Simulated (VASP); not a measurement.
Method: LDA (Ceperley-Alder, Perdew-Zunger), VASP's LDA PAW potentials (set 64) (plane waves; VASP).

VASP ran on this input.

**POSCAR**
```
WC
1.0
  1.4447730069  -2.5024203268   0.0000000000
  1.4447730069   2.5024203268   0.0000000000
  0.0000000000   0.0000000000   2.8190523892
W C
1 1
Cart
  0.0000000000   0.0000000000   0.0000000000
  1.4447730069   0.8341417772   1.4095261946
```

KPOINTS:
```
Automatic mesh
0
Gamma
14 14 13
0 0 0
```

### INCAR
```
ALGO=Normal
EDIFF=1E-6
EDIFFG=-0.02
ENCUT=620
IBRION=2
ISIF=3
ISMEAR=1
LASPH=.TRUE.
LCHARG=.FALSE.
LMAXMIX=6
LREAL=.FALSE.
LWAVE=.FALSE.
NELM=100
NSW=40
PREC=Accurate
SIGMA=0.1
SYSTEM=WC
```

POTCAR, in this order: W_sv C (LDA.64 set). Program: vasp_std.

What VASP printed:

OSZICAR:
```
       N       E                     dE             d eps       ncg     rms          rms(c)
DAV:   1     0.122130725864E+03    0.12213E+03   -0.10906E+04  4368   0.174E+03
DAV:   2    -0.234057995125E+02   -0.14554E+03   -0.14171E+03  5028   0.416E+02
DAV:   3    -0.277620452936E+02   -0.43562E+01   -0.43166E+01  5371   0.654E+01
DAV:   4    -0.278050050984E+02   -0.42960E-01   -0.42937E-01  4793   0.695E+00
DAV:   5    -0.278053700440E+02   -0.36495E-03   -0.36491E-03  5196   0.663E-01    0.339E+01
DAV:   6    -0.248243109847E+02    0.29811E+01   -0.94687E+00  4933   0.316E+01    0.914E+00
DAV:   7    -0.247370226976E+02    0.87288E-01   -0.44919E-01  4553   0.621E+00    0.650E+00
DAV:   8    -0.247029709691E+02    0.34052E-01   -0.73113E-02  4848   0.236E+00    0.831E-01
DAV:   9    -0.247017924419E+02    0.11785E-02   -0.42007E-03  4688   0.481E-01    0.133E-01
DAV:  10    -0.247016474065E+02    0.14504E-03   -0.27938E-04  5073   0.233E-01    0.660E-02
DAV:  11    -0.247016458399E+02    0.15666E-05   -0.30171E-05  4818   0.472E-02    0.119E-02
DAV:  12    -0.247016449311E+02    0.90876E-06   -0.46947E-06  4618   0.188E-02
   1 F= -.24701645E+02 E0= -.24701602E+02  d E =-.247016E+02
```

**OUTCAR**
```
------------------------ aborting loop because EDIFF is reached ----------------------------------------
  FORCE on cell =-STRESS in cart. coord.  units (eV):
  Direction    XX          YY          ZZ          XY          YZ          ZX
  --------------------------------------------------------------------------------------
  Total       -0.0136746     -0.0136746     -0.0096600      0.0000000      0.0000000      0.0000000
  in kB       -1.0748136     -1.0748136     -0.7592663      0.0000000      0.0000000      0.0000000
  external PRESSURE =      -0.9696312 kB  Pullay stress =       0.0000000 kB
  volume of cell :       20.38
      direct lattice vectors                 reciprocal lattice vectors
     1.444773007 -2.502420327  0.000000000     0.346075126 -0.199806561  0.000000000
     1.444773007  2.502420327  0.000000000     0.346075126  0.199806561  0.000000000
     0.000000000  0.000000000  2.819052389     0.000000000  0.000000000  0.354729129
 POSITION                                       TOTAL-FORCE (eV/Angst)
 -----------------------------------------------------------------------------------
      0.00000      0.00000      0.00000        -0.000000      0.000000      0.000000
      1.44477      0.83414      1.40953         0.000000      0.000000      0.000000
 -----------------------------------------------------------------------------------
    total drift:                                0.000000     -0.000371      0.000000
  FREE ENERGIE OF THE ION-ELECTRON SYSTEM (eV)
  ---------------------------------------------------
  free  energy   TOTEN  =       -24.7016449311 eV

  energy  without entropy=      -24.7015151731  energy(sigma->0) =      -24.70160168

 reached required accuracy - stopping structural energy minimisation
```
(Selected blocks of OUTCAR.)

The compound is WC in the wc structure. It was relaxed first.
